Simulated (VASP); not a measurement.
Level of theory: PBE GGA, VASP's PBE PAW potentials (set 64) (plane waves; VASP 6.6.1).

VASP ran on this input.

### INCAR
```
LMAXMIX = 4
ISIF = 4   ! ions and shape, fixed volume
NELM = 100   ! most electronic steps
GGA = PE   ! PBE
ISMEAR = 0   ! Gaussian
EDIFFG = -0.01
LASPH = .TRUE.   ! aspherical one-centre terms
LREAL = .FALSE.
SYSTEM = MnF2
IBRION = 2
NSW = 30
LWAVE = .FALSE.
SIGMA = 0.05
LCHARG = .FALSE.
ENCUT = 520   ! plane-wave cut-off (eV)
MAGMOM = 4.5 -4.5 -0.0 0.0 0.0 -0.0
EDIFF = 1E-7   ! SCF stop (eV)
ALGO = Normal
PREC = Accurate
LORBIT = 10
ISPIN = 2   ! spin-polarised
```

**KPOINTS**
```
Automatic mesh
0
Gamma
5 5 7
0 0 0
```

**POSCAR**
```
MnF2
1
    4.9354004405     0.0000000000     0.0000000000
    0.0000000000     4.9354004405     0.0000000000
    0.0000000000     0.0000000000     3.3248314140
Mn F
2 4
Direct
  0.0000000000   1.0000000000   0.0000000000
  0.5000000000   0.5000000000   0.5000000000
  0.3036584732   0.3036584732   0.0000000000
  0.8036584732   0.1963415268   0.5000000000
  0.1963415268   0.8036584732   0.5000000000
  0.6963415268   0.6963415268   0.0000000000
```

POTCAR, in this order: Mn_pv F (PBE.64 set). Program: vasp_std.

The run wrote:

OUTCAR:
```
 ion  position               nearest neighbor table
   1  0.000  0.000  0.000-   3 2.12   6 2.12   5 2.15   4 2.15   4 2.15   5 2.15
   2  0.500  0.500  0.500-   4 2.12   5 2.12   3 2.15   6 2.15   3 2.15   6 2.15
   3  0.304  0.304  0.000-   1 2.12   2 2.15   2 2.15
   4  0.804  0.196  0.500-   2 2.12   1 2.15   1 2.15
   5  0.196  0.804  0.500-   2 2.12   1 2.15   1 2.15
   6  0.696  0.696  0.000-   1 2.12   2 2.15   2 2.15
  LATTYP: Found a simple tetragonal cell.
 ALAT       =     4.9354004405
 C/A-ratio  =     0.6736700404
 Subroutine PRICEL returns:
 Original cell was already a primitive cell.
 Subroutine GETGRP returns: Found 16 space group operations
The static configuration has the point symmetry D_2h.
 The point group associated with its full space group is D_4h.
The dynamic configuration has the point symmetry D_2h.
The overall configuration has the point symmetry D_2h.
 Subroutine INISYM returns: Found 16 space group operations
 Subroutine IBZKPT returns following result:
 Found     24 irreducible k-points:

 Following reciprocal coordinates:
            Coordinates               Weight
  0.000000  0.000000  0.000000      1.000000
  0.200000  0.000000  0.000000      4.000000
  0.400000  0.000000  0.000000      4.000000
  0.200000  0.200000  0.000000      4.000000
  0.400000  0.200000  0.000000      8.000000
  0.400000  0.400000  0.000000      4.000000
  0.000000  0.000000  0.142857      2.000000
  0.200000  0.000000  0.142857      8.000000
  0.400000  0.000000  0.142857      8.000000
  0.200000  0.200000  0.142857      8.000000
  0.400000  0.200000  0.142857     16.000000
  0.400000  0.400000  0.142857      8.000000
  0.000000  0.000000  0.285714      2.000000
  0.200000  0.000000  0.285714      8.000000
  0.400000  0.000000  0.285714      8.000000
  0.200000  0.200000  0.285714      8.000000
  0.400000  0.200000  0.285714     16.000000
  0.400000  0.400000  0.285714      8.000000
  0.000000  0.000000  0.428571      2.000000
  0.200000  0.000000  0.428571      8.000000
  0.400000  0.000000  0.428571      8.000000
  0.200000  0.200000  0.428571      8.000000
  0.400000  0.200000  0.428571     16.000000
  0.400000  0.400000  0.428571      8.000000
   k-points           NKPTS =     24   k-points in BZ     NKDIM =     24   number of bands    NBANDS=     32
   number of dos      NEDOS =    301   number of ions     NIONS =      6
   total plane-waves  NPLWV =  44800
   dimension x,y,z NGX =    40 NGY =   40 NGZ =   28
   dimension x,y,z NGXF=    80 NGYF=   80 NGZF=   56
   ions per type =               2   4
   PREC   = accura    normal or accurate (medium, high low for compatibility)
   ISTART =      0    job   : 0-new  1-cont  2-samecut
   ICHARG =      2    charge: 1-file 2-atom 10-const
   ISPIN  =      2    spin polarized calculation?
   LNONCOLLINEAR =      F non collinear calculations
   LSORBIT =      F    spin-orbit coupling
   INIWAV =      1    electr: 0-lowe 1-rand  2-diag
   ENCUT  =  520.0 eV  38.22 Ry    6.18 a.u.   9.18  9.18  6.18*2*pi/ulx,y,z
   NELM   =    100;   NELMIN=  2; NELMDL= -5     # of ELM steps
   EDIFF  = 0.1E-06   stopping-criterion for ELM
   LREAL  =      F    real-space projection
   NLSPLINE    = F    spline interpolate recip. space projectors
   LMAXMIX     =    4 max onsite mixed and CHGCAR
   VOSKOWN=      0    Vosko Wilk Nusair interpolation
   EDIFFG = -.1E-01   stopping-criterion for IOM
   NSW    =     30    number of steps for IOM
   NBLOCK =      1;   KBLOCK =     30    inner block; outer block
   IBRION =      2    ionic relax: 0-MD 1-quasi-New 2-CG
   NFREE  =      1    steps in history (QN), initial steepest desc. (CG)
   ISIF   =      4    stress and relaxation
   ISYM   =      2    0-nonsym 1-usesym 2-fastsym
   TEIN   =    0.0    initial temperature
...
```

File OSZICAR:
```
       N       E                     dE             d eps       ncg     rms          rms(c)
DAV:   1     0.704997534479E+03    0.70500E+03   -0.31614E+04  3160   0.190E+03
DAV:   2     0.302314956109E+02   -0.67477E+03   -0.65108E+03  3432   0.544E+02
DAV:   3    -0.412267880714E+02   -0.71458E+02   -0.70838E+02  3456   0.184E+02
DAV:   4    -0.431946782687E+02   -0.19679E+01   -0.19613E+01  3600   0.303E+01
DAV:   5    -0.432304725230E+02   -0.35794E-01   -0.35783E-01  3360   0.455E+00    0.199E+01
DAV:   6    -0.392894020975E+02    0.39411E+01   -0.26775E+01  3680   0.372E+01    0.146E+01
DAV:   7    -0.394368547806E+02   -0.14745E+00   -0.19303E+00  3240   0.103E+01    0.993E+00
DAV:   8    -0.392627519590E+02    0.17410E+00   -0.46529E-01  3232   0.615E+00    0.330E+00
DAV:   9    -0.394380135349E+02   -0.17526E+00   -0.10084E-01  3744   0.347E+00    0.859E-01
DAV:  10    -0.394425815507E+02   -0.45680E-02   -0.21473E-02  3224   0.953E-01    0.159E-01
DAV:  11    -0.394429317875E+02   -0.35024E-03   -0.82603E-04  3600   0.258E-01    0.640E-02
DAV:  12    -0.394431402091E+02   -0.20842E-03   -0.10503E-04  3408   0.798E-02    0.460E-02
DAV:  13    -0.394431818939E+02   -0.41685E-04   -0.42524E-05  3360   0.468E-02    0.144E-02
DAV:  14    -0.394431907049E+02   -0.88109E-05   -0.14223E-05  3480   0.286E-02    0.394E-03
DAV:  15    -0.394431909930E+02   -0.28816E-06   -0.74144E-07  2952   0.640E-03    0.188E-03
DAV:  16    -0.394431913119E+02   -0.31891E-06   -0.22308E-07  2664   0.327E-03    0.788E-04
DAV:  17    -0.394431913241E+02   -0.12167E-07   -0.12722E-08  1840   0.954E-04
   1 F= -.39443191E+02 E0= -.39443191E+02  d E =-.394432E+02  mag=     0.0000
```

OUTCAR:
```
------------------------ aborting loop because EDIFF is reached ----------------------------------------
  FORCE on cell =-STRESS in cart. coord.  units (eV):
  Direction    XX          YY          ZZ          XY          YZ          ZX
  --------------------------------------------------------------------------------------
  Total       -0.0506494     -0.0506494     -0.0767280      0.0000000      0.0000000      0.0000000
  in kB       -1.0020057     -1.0020057     -1.5179232      0.0000000      0.0000000      0.0000000
  external PRESSURE =      -1.1739782 kB  Pullay stress =       0.0000000 kB
  volume of cell :       80.99
      direct lattice vectors                 reciprocal lattice vectors
     4.935400440  0.000000000  0.000000000     0.202617804  0.000000000  0.000000000
     0.000000000  4.935400440  0.000000000     0.000000000  0.202617804  0.000000000
     0.000000000  0.000000000  3.324831414     0.000000000  0.000000000  0.300767129
 POSITION                                       TOTAL-FORCE (eV/Angst)
 -----------------------------------------------------------------------------------
      0.00000      0.00000      0.00000         0.000000      0.000000      0.000000
      2.46770      2.46770      1.66242         0.000000      0.000000      0.000000
      1.49868      1.49868      0.00000        -0.003130     -0.003130     -0.000000
      3.96638      0.96902      1.66242        -0.003130      0.003130      0.000000
      0.96902      3.96638      1.66242         0.003130     -0.003130     -0.000000
      3.43672      3.43672      0.00000         0.003130      0.003130      0.000000
 -----------------------------------------------------------------------------------
    total drift:                                0.000000     -0.000000     -0.000000
  FREE ENERGIE OF THE ION-ELECTRON SYSTEM (eV)
  ---------------------------------------------------
  free  energy   TOTEN  =       -39.4431913241 eV

  energy  without entropy=      -39.4431913241  energy(sigma->0) =      -39.44319132

 total charge

# of ion       s       p       d       tot
------------------------------------------
    1        0.157   6.135   4.946  11.238
    2        0.157   6.135   4.946  11.238
    3        1.735   4.358   0.000   6.093
    4        1.735   4.358   0.000   6.093
    5        1.735   4.358   0.000   6.093
    6        1.735   4.358   0.000   6.093
--------------------------------------------------
tot          7.252  29.701   9.893  46.847

 magnetization (x)

# of ion       s       p       d       tot
------------------------------------------
    1        0.017   0.015   4.512   4.545
    2       -0.017  -0.015  -4.512  -4.545
    3       -0.002  -0.024   0.000  -0.027
    4        0.002   0.024   0.000   0.027
    5        0.002   0.024   0.000   0.027
    6       -0.002  -0.024   0.000  -0.027
--------------------------------------------------
tot          0.000   0.000  -0.000  -0.000

 reached required accuracy - stopping structural energy minimisation
```
(Selected blocks of OUTCAR.)

The compound is MnF2 in the rutile structure. It was relaxed first.
